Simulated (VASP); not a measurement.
Here is the system:

```
CELL_PARAMETERS angstrom
      2.85237     0.00000     0.00000
     -1.42619     2.47023     0.00000
      0.00000     0.00000    12.94494
ATOMIC_POSITIONS crystal
  Al 0.33333 0.66667 0.25000
  Al 0.66667 0.33333 0.75000
  V  0.33333 0.66667 0.58638
  V  0.66667 0.33333 0.41362
  V  0.66667 0.33333 0.08638
  V  0.33333 0.66667 0.91362
  C  0.00000 0.00000 0.00000
  C  0.00000 0.00000 0.50000
```

Method: PBE GGA, VASP's PBE PAW potentials (set 64) (plane waves; VASP 6.6.1). Settings: 400 eV cut-off, 12×12×3 Γ-centred mesh, Gaussian smearing of 0.14 eV, potentials Al V_sv C.

At this cut-off the stress carries a Pulay error, which pulls relaxed volumes low.

### Question
Give the force on each atom (eV/Å).

### Answer

```tsv
atom	Fx	Fy	Fz
Al1	0.000	0.000	0.000
Al2	0.000	0.000	0.000
V3	0.000	0.000	0.255
V4	0.000	0.000	-0.255
V5	0.000	0.000	0.255
V6	0.000	0.000	-0.255
C7	0.000	0.000	0.000
C8	0.000	0.000	0.000
```

### Question
Give the stress tensor in GPa (positive for a compressed cell).

### Answer

```
9.50  0.00  0.00
0.00  9.50  0.00
0.00  0.00  8.96
```
The pressure is its mean diagonal, 9.32 GPa.

The structure comes from a computed database's AlV2C entry; how it stands against other phases isn't given here. The cell was not relaxed at this level. The run is not spin-polarised, so no magnetic state was tried.
